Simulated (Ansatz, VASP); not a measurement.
# Lu3SnC in two plane-wave programs, part 2 of 3

Aim: how closely do two programs agree when they are given the same cell, functional and k mesh? The cell is taken from a series of runs on this material, whose earlier steps may have relaxed, scaled, displaced or heated it; both programs get it as it stands.

VASP 6.6.1 and Ansatz 0.2.0.

So far: Set-up; VASP: zone-centre phonons, PBEsol.

### Step 2. VASP: zone-centre phonons, PBEsol (continued)

Level of this step: PBEsol, 4f electrons in the core; plane waves and PAW (Lu_3, Sn_d, C) (VASP).

Parts of OUTCAR (step 2):

```text
ion  position               nearest neighbor table
   1  0.500  0.000  0.500-   5 2.34   5 2.34   4 3.31   2 3.31   2 3.31   4 3.31   2 3.31   3 3.31
                             3 3.31   2 3.31   3 3.31   4 3.31   4 3.31   3 3.31
   2  0.500  0.500  0.000-   5 2.34   5 2.34   4 3.31   1 3.31   1 3.31   3 3.31   3 3.31   1 3.31
                             4 3.31   1 3.31   3 3.31   4 3.31   3 3.31   4 3.31
   3  0.000  0.500  0.500-   5 2.34   5 2.34   4 3.31   1 3.31   2 3.31   4 3.31   1 3.31   4 3.31
                             4 3.31   1 3.31   2 3.31   2 3.31   2 3.31   1 3.31
   4  0.000  0.000  0.000-   1 3.31   2 3.31   3 3.31   1 3.31   3 3.31   2 3.31   3 3.31   3 3.31
                             1 3.31   2 3.31   1 3.31   2 3.31
   5  0.500  0.500  0.500-   1 2.34   2 2.34   3 2.34   2 2.34   1 2.34   3 2.34

  LATTYP: Found a simple cubic cell.
 ALAT       =     4.6838116069

 Subroutine GETGRP returns: Found 48 space group operations
 (whereof 48 operations were pure point group operations)

The static configuration has the point symmetry O_h .

 Found     35 irreducible k-points:

   k-points           NKPTS =     35   k-points in BZ     NKDIM =     35   number of bands    NBANDS=     28

   dimension x,y,z NGX =    40 NGY =   40 NGZ =   40
   dimension x,y,z NGXF=    80 NGYF=   80 NGZF=   80

   ENCUT  =  600.0 eV  44.10 Ry    6.64 a.u.   9.35  9.35  9.35*2*pi/ulx,y,z

   NELECT =      45.0000    total number of electrons

 k-points in reciprocal lattice and weights: Automatic mesh
   0.00000000  0.00000000  0.00000000       0.002
   0.12500000  0.00000000  0.00000000       0.012
   0.25000000  0.00000000  0.00000000       0.012
   0.37500000  0.00000000  0.00000000       0.012
   0.50000000  0.00000000  0.00000000       0.006
   0.12500000  0.12500000  0.00000000       0.023
   0.25000000  0.12500000  0.00000000       0.047
   0.37500000  0.12500000  0.00000000       0.047
   0.50000000  0.12500000  0.00000000       0.023
[...]
0.50000000  0.50000000  0.37500000       0.012
   0.50000000  0.50000000  0.50000000       0.002

 average (electrostatic) potential at core
       1 -29.5407       2 -29.5407       3 -29.5407       4-101.1470       5 -48.5640

 POSITION                                       TOTAL-FORCE (eV/Angst)
 -----------------------------------------------------------------------------------
      2.34191      0.00000      2.34191         0.000000      0.000000      0.000000
      2.34191      2.34191      0.00000         0.000000      0.000000      0.000000
      0.00000      2.34191      2.34191         0.000000      0.000000      0.000000
      0.00000      0.00000      0.00000         0.000000      0.000000      0.000000
      2.34191      2.34191      2.34191         0.000000      0.000000      0.000000
 -----------------------------------------------------------------------------------
    total drift:                               -0.000000     -0.000000     -0.000000

 Eigenvectors and eigenvalues of the dynamical matrix
 ----------------------------------------------------

   1 f  =   13.979052 THz    87.832974 2PiTHz  466.290982 cm-1    57.812688 meV
             X         Y         Z           dx          dy          dz
      2.341906  0.000000  2.341906     0.000937    0.176207   -0.000000
      2.341906  2.341906  0.000000     0.000937    0.022058   -0.000000
      0.000000  2.341906  2.341906     0.007485    0.022058   -0.000000
      0.000000  0.000000  0.000000     0.001917    0.045123   -0.000000
      2.341906  2.341906  2.341906    -0.041713   -0.981907    0.000000

   2 f  =   13.979052 THz    87.832974 2PiTHz  466.290982 cm-1    57.812688 meV
             X         Y         Z           dx          dy          dz
      2.341906  0.000000  2.341906    -0.000000   -0.000000   -0.022078
      2.341906  2.341906  0.000000    -0.000000   -0.000000   -0.176366
      0.000000  2.341906  2.341906    -0.000000   -0.000000   -0.022078
      0.000000  0.000000  0.000000    -0.000000   -0.000000   -0.045164
      2.341906  2.341906  2.341906     0.000000    0.000000    0.982792

   3 f  =   13.979052 THz    87.832974 2PiTHz  466.290982 cm-1    57.812688 meV
             X         Y         Z           dx          dy          dz
      2.341906  0.000000  2.341906    -0.022058    0.007485   -0.000000
      2.341906  2.341906  0.000000    -0.022058    0.000937    0.000000
      0.000000  2.341906  2.341906    -0.176207    0.000937    0.000000
      0.000000  0.000000  0.000000    -0.045123    0.001917    0.000000
      2.341906  2.341906  2.341906     0.981907   -0.041713   -0.000000

   4 f  =    4.384627 THz    27.549421 2PiTHz  146.255398 cm-1    18.133350 meV
             X         Y         Z           dx          dy          dz
      2.341906  0.000000  2.341906     0.006925   -0.009441   -0.415095
      2.341906  2.341906  0.000000     0.006925    0.004901    0.799634
      0.000000  2.341906  2.341906    -0.013341    0.004901   -0.415095
      0.000000  0.000000  0.000000     0.000052    0.000037   -0.003096
      2.341906  2.341906  2.341906    -0.002081   -0.001472    0.124705

   5 f  =    4.384627 THz    27.549421 2PiTHz  146.255398 cm-1    18.133350 meV
             X         Y         Z           dx          dy          dz
      2.341906  0.000000  2.341906     0.328089   -0.489855    0.008476
      2.341906  2.341906  0.000000     0.328089    0.254286   -0.016328
      0.000000  2.341906  2.341906    -0.632026    0.254286    0.008476
      0.000000  0.000000  0.000000     0.002447    0.001896    0.000063
      2.341906  2.341906  2.341906    -0.098566   -0.076394   -0.002546

   6 f  =    4.384627 THz    27.549421 2PiTHz  146.255398 cm-1    18.133350 meV
             X         Y         Z           dx          dy          dz
      2.341906  0.000000  2.341906     0.254333    0.632167    0.000369
      2.341906  2.341906  0.000000     0.254333   -0.328162   -0.000711
      0.000000  2.341906  2.341906    -0.489945   -0.328162    0.000369
      0.000000  0.000000  0.000000     0.001897   -0.002447    0.000003
      2.341906  2.341906  2.341906    -0.076408    0.098588   -0.000111

   7 f  =    3.280263 THz    20.610500 2PiTHz  109.417794 cm-1    13.566071 meV
             X         Y         Z           dx          dy          dz
      2.341906  0.000000  2.341906     0.235784    0.067811    0.001169
      2.341906  2.341906  0.000000     0.235784    0.066812    0.001186
      0.000000  2.341906  2.341906     0.239311    0.066812    0.001169
      0.000000  0.000000  0.000000    -0.870064   -0.246541   -0.004314
      2.341906  2.341906  2.341906     0.013555    0.003841    0.000067

   8 f  =    3.280263 THz    20.610500 2PiTHz  109.417794 cm-1    13.566071 meV
             X         Y         Z           dx          dy          dz
      2.341906  0.000000  2.341906    -0.000815    0.007268   -0.244964
      2.341906  2.341906  0.000000    -0.000815    0.007161   -0.248629
      0.000000  2.341906  2.341906    -0.000827    0.007161   -0.244964
      0.000000  0.000000  0.000000     0.003006   -0.026423    0.903939
      2.341906  2.341906  2.341906    -0.000047    0.000412   -0.014083

   9 f  =    3.280263 THz    20.610500 2PiTHz  109.417794 cm-1    13.566071 meV
             X         Y         Z           dx          dy          dz
      2.341906  0.000000  2.341906    -0.066817    0.239204    0.007111
      2.341906  2.341906  0.000000    -0.066817    0.235678    0.007218
      0.000000  2.341906  2.341906    -0.067817    0.235678    0.007111
      0.000000  0.000000  0.000000     0.246561   -0.869674   -0.026241
      2.341906  2.341906  2.341906    -0.003841    0.013549    0.000409

  10 f  =    3.105872 THz    19.514771 2PiTHz  103.600749 cm-1    12.844850 meV
             X         Y         Z           dx          dy          dz
      2.341906  0.000000  2.341906     0.702002   -0.000000    0.007774
      2.341906  2.341906  0.000000    -0.702002    0.084457   -0.000000
      0.000000  2.341906  2.341906     0.000000   -0.084457   -0.007774
      0.000000  0.000000  0.000000    -0.000000    0.000000    0.000000
      2.341906  2.341906  2.341906    -0.000000   -0.000000   -0.000000

  11 f  =    3.105872 THz    19.514771 2PiTHz  103.600749 cm-1    12.844850 meV
             X         Y         Z           dx          dy          dz
      2.341906  0.000000  2.341906    -0.084600    0.000000    0.014146
      2.341906  2.341906  0.000000     0.084600    0.701885   -0.000000
      0.000000  2.341906  2.341906    -0.000000   -0.701885   -0.014146
      0.000000  0.000000  0.000000    -0.000000   -0.000000    0.000000
      2.341906  2.341906  2.341906    -0.000000    0.000000    0.000000

  12 f  =    3.105872 THz    19.514771 2PiTHz  103.600749 cm-1    12.844850 meV
             X         Y         Z           dx          dy          dz
      2.341906  0.000000  2.341906     0.006027    0.000000   -0.706923
      2.341906  2.341906  0.000000    -0.006027    0.014974   -0.000000
      0.000000  2.341906  2.341906     0.000000   -0.014974    0.706923
      0.000000  0.000000  0.000000    -0.000000   -0.000000    0.000000
      2.341906  2.341906  2.341906     0.000000    0.000000   -0.000000

  13 f/i=    0.004372 THz     0.027470 2PiTHz    0.145833 cm-1     0.018081 meV
             X         Y         Z           dx          dy          dz
      2.341906  0.000000  2.341906     0.301265   -0.418652   -0.034952
      2.341906  2.341906  0.000000     0.301265   -0.418444   -0.034970
      0.000000  2.341906  2.341906     0.301415   -0.418444   -0.034952
      0.000000  0.000000  0.000000     0.247418   -0.343653   -0.028705
      2.341906  2.341906  2.341906     0.078996   -0.109722   -0.009165

  14 f/i=    0.004372 THz     0.027470 2PiTHz    0.145833 cm-1     0.018081 meV
             X         Y         Z           dx          dy          dz
      2.341906  0.000000  2.341906     0.419426    0.302076    0.000556
      2.341906  2.341906  0.000000     0.419426    0.301926    0.000556
      0.000000  2.341906  2.341906     0.419635    0.301926    0.000556
      0.000000  0.000000  0.000000     0.344460    0.247961    0.000456
      2.341906  2.341906  2.341906     0.109979    0.079169    0.000146

  15 f/i=    0.004372 THz     0.027470 2PiTHz    0.145833 cm-1     0.018081 meV
             X         Y         Z           dx          dy          dz
      2.341906  0.000000  2.341906    -0.019970    0.028705   -0.515612
      2.341906  2.341906  0.000000    -0.019970    0.028691   -0.515869
      0.000000  2.341906  2.341906    -0.019980    0.028691   -0.515612
      0.000000  0.000000  0.000000    -0.016401    0.023563   -0.423454
      2.341906  2.341906  2.341906    -0.005236    0.007523   -0.135200

 ELASTIC MODULI CONTR FROM IONIC RELAXATION (kBar)
 Direction    XX          YY          ZZ          XY          YZ          ZX
 --------------------------------------------------------------------------------
 XX           0.0000      0.0000      0.0000      0.0000      0.0000      0.0000
 YY           0.0000      0.0000      0.0000      0.0000      0.0000      0.0000
 ZZ           0.0000      0.0000      0.0000      0.0000      0.0000      0.0000
 XY           0.0000      0.0000      0.0000      0.0000      0.0000      0.0000
 YZ           0.0000      0.0000      0.0000      0.0000      0.0000      0.0000
 ZX           0.0000      0.0000      0.0000      0.0000      0.0000      0.0000
 --------------------------------------------------------------------------------
```

The data set Lu_3 holds the 4f electrons frozen in the core, so no f bands or f moments appear.

(Continued in part 3 of 3.)

[Lines on the potential files, build, host, timing and source positions are cut from VASP's logs without a mark.]

[Logs are printed without paths, hosts, clocks, repeated set-up lines and the standing remarks that a program may print on its own settings, such as how far it seeks lower states.]

[Hosts, paths, dates, database ids (printed as entryN), source tags and the programs' standing remarks are cut or masked in the printed files.]
